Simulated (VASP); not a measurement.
Data:

```
CELL_PARAMETERS angstrom
      0.00000     2.00830     2.00830
      2.00830     0.00000     2.00830
      2.00830     2.00830     0.00000
ATOMIC_POSITIONS crystal
  Al 0.00000 0.00000 0.00000
```

Computed with PBEsol GGA, VASP's PBE PAW potentials (set 64) (plane waves; VASP 6.6.1). Numerical set-up: 500 eV cut-off, 16×16×16 Γ-centred mesh, first-order Methfessel-Paxton smearing of 0.10 eV, potentials Al.

Energy and stress use the plane-wave basis of the starting cell.

### Question
The ions, cell shape and volume at an external pressure of 5.0 GPa are relaxed. Give the cell that the relaxation ends in.

### Answer

```
CELL_PARAMETERS angstrom
      0.00000     1.97252     1.97252
      1.97252     0.00000     1.97252
      1.97252     1.97252     0.00000
ATOMIC_POSITIONS crystal
  Al 0.00000 0.00000 0.00000
```
Space group Fm-3m (225), at a tolerance of 0.03 Å.

### Question
How do energy and volume change from the first to the last step?

### Answer
The energy (σ→0) changes by +12.6 meV/atom and the volume by -5.3 %, in 3 ionic steps.

The compound is Al in the fcc structure. This run relaxes it under an external pressure of 5 GPa. Symmetry was kept, so distortions that lower it aren't found.
